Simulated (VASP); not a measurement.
Input of a VASP 6.6.1 run:

The input INCAR:

```
ALGO = Normal
EDIFF = 1E-6
ENCUT = 520
GGA = PE
ISIF = 2
ISMEAR = -1
LASPH = T
LCHARG = F
LREAL = F
LWAVE = F
NBANDS = 11
NELM = 80
PREC = Accurate
SIGMA = 0.02
```

Contents of KPOINTS:

```
k-points
0
Gamma
  8 8 8
```

Contents of POSCAR:

```
Mg2C
1.0
    0.0000000000      2.7109426088      2.7247684161
    2.7109426088      0.0000000000      2.7247684161
    2.7109426088      2.7109426088      0.0000000000
C Mg
1 2
Direct
    0.0000000000      0.0000000000      0.0000000000
    0.2500000000      0.2500000000      0.2500000000
    0.7500000000      0.7500000000      0.7500000000
```

Potentials or basis: VASP PAW PBE potentials, release 64 (C, Mg).

Command:

```sh
$ cat potpaw_PBE.64/C/POTCAR potpaw_PBE.64/Mg/POTCAR > POTCAR
$ mpirun -np 1 vasp_std > vasp.out
```

(1) What does it give for the pressure?

(2) Predict the band gap on the k mesh.

Answers

(1) 1.3 GPa.

(2) 0.72 eV, indirect (least direct gap 1.46 eV).
